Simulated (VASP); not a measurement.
Here is the system:

```
CELL_PARAMETERS angstrom
      4.54986     0.00000     0.00000
      0.00000     4.54986     0.00000
      0.00000     0.00000     4.54986
ATOMIC_POSITIONS crystal
  Cu 0.00000 0.00000 0.00000
  C  0.50000 0.50000 0.50000
  Sc 0.00000 0.50000 0.50000
  Sc 0.50000 0.50000 0.00000
  Sc 0.50000 0.00000 0.50000
```

Calculation: PBE GGA, VASP's PBE PAW potentials (set 64) (plane waves; VASP). Run with EDIFF = 1E-4, 520 eV cut-off, 5×5×5 Γ-centred mesh, Gaussian smearing of 0.050 eV, potentials Cu C Sc_sv.

### Question
Give the stress tensor in GPa (positive for a compressed cell).

### Answer

```
-3.62   0.00   0.00
 0.00  -3.62   0.00
 0.00   0.00  -3.62
```
The pressure is its mean diagonal, -3.62 GPa.

The structure was generated: Sc3CuC was put into the cubic-perovskite type (Pm-3m), which need not be its known phase. The cell was not relaxed at this level. The run is one of a series of settings (EDIFF = 1E-4 against the base run), some of them coarse on purpose.
